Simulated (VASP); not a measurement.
```yaml
crystal:
  lattice:
    - [4.86418, 0.00000, 0.00000]
    - [0.00000, 4.86418, 0.00000]
    - [0.00000, 0.00000, 3.30520]
  atoms:
    - { symbol: Mn, position: [0.00000, 0.00000, 0.00000], spin: 4.5 }
    - { symbol: Mn, position: [0.50000, 0.50000, 0.50000], spin: -4.5 }
    - { symbol: F, position: [0.30316, 0.30316, 0.00000] }
    - { symbol: F, position: [0.80316, 0.19684, 0.50000] }
    - { symbol: F, position: [0.19684, 0.80316, 0.50000] }
    - { symbol: F, position: [0.69684, 0.69684, 0.00000] }
```

Method: optB86b-vdW, VASP's PBE PAW potentials (set 64) (plane waves; VASP). Numerical set-up: 520 eV cut-off, Gaussian smearing of 0.050 eV, potentials Mn_pv F.

Task: Give the spin-up energies of bands 18 to 31 at the high-symmetry points, in eV from the valence-band maximum.

Result: 
| band | Γ | Y | C0 | Z | A0 | T | S | R |
|---|---|---|---|---|---|---|---|---|
| 18 | -5.46 | -4.97 | -4.97 | -5.31 | -5.28 | -5.28 | -5.24 | -5.45 |
| 19 | -4.57 | -4.80 | -4.80 | -4.96 | -4.48 | -4.48 | -5.06 | -4.80 |
| 20 | -4.21 | -4.71 | -4.71 | -4.85 | -4.42 | -4.42 | -5.01 | -4.72 |
| 21 | -4.19 | -4.68 | -4.68 | -4.69 | -4.31 | -4.31 | -4.25 | -4.42 |
| 22 | -3.90 | -4.55 | -4.55 | -4.59 | -4.30 | -4.30 | -4.23 | -4.39 |
| 23 | -1.68 | -1.68 | -1.68 | -1.46 | -1.51 | -1.51 | -1.63 | -1.51 |
| 24 | -1.42 | -1.41 | -1.41 | -1.41 | -1.45 | -1.45 | -1.37 | -1.44 |
| 25 | -1.26 | -1.18 | -1.18 | -1.15 | -1.26 | -1.26 | -1.23 | -1.27 |
| 26 | -0.36 | -0.51 | -0.51 | -0.53 | -0.55 | -0.55 | -0.06 | -0.64 |
| 27 | -0.09 | -0.09 | -0.09 | -0.21 | -0.05 | -0.05 | -0.03 | -0.02 |
| 28 | 2.18 | 2.50 | 2.50 | 2.69 | 2.65 | 2.65 | 2.42 | 2.66 |
| 29 | 2.44 | 2.90 | 2.90 | 2.75 | 2.72 | 2.72 | 2.86 | 2.74 |
| 30 | 2.92 | 2.92 | 2.92 | 2.81 | 2.88 | 2.88 | 2.88 | 2.88 |
| 31 | 2.92 | 3.19 | 3.19 | 3.51 | 3.44 | 3.44 | 3.72 | 3.51 |

Task: Give the spin-down energies of bands 18 to 31 at the high-symmetry points, in eV from the valence-band maximum.

Result: 
```tsv
band	Γ	Y	C0	Z	A0	T	S	R
18	-5.46	-4.97	-4.97	-5.31	-5.28	-5.28	-5.24	-5.45
19	-4.57	-4.80	-4.80	-4.96	-4.48	-4.48	-5.06	-4.80
20	-4.21	-4.71	-4.71	-4.85	-4.42	-4.42	-5.01	-4.72
21	-4.19	-4.68	-4.68	-4.69	-4.31	-4.31	-4.25	-4.42
22	-3.90	-4.55	-4.55	-4.59	-4.30	-4.30	-4.23	-4.39
23	-1.68	-1.68	-1.68	-1.46	-1.51	-1.51	-1.63	-1.51
24	-1.42	-1.41	-1.41	-1.41	-1.45	-1.45	-1.37	-1.44
25	-1.26	-1.18	-1.18	-1.15	-1.26	-1.26	-1.23	-1.27
26	-0.36	-0.51	-0.51	-0.53	-0.55	-0.55	-0.06	-0.64
27	-0.09	-0.09	-0.09	-0.21	-0.05	-0.05	-0.03	-0.02
28	2.18	2.50	2.50	2.69	2.65	2.65	2.42	2.66
29	2.44	2.90	2.90	2.75	2.72	2.72	2.86	2.74
30	2.92	2.92	2.92	2.81	2.88	2.88	2.88	2.88
31	2.92	3.19	3.19	3.51	3.44	3.44	3.72	3.51
```

The gap is indirect, 2.18 eV, from the valence maximum at Z-A0 at 0.57 to the conduction minimum at Γ.

The compound is MnF2 in the rutile structure. It was relaxed first.
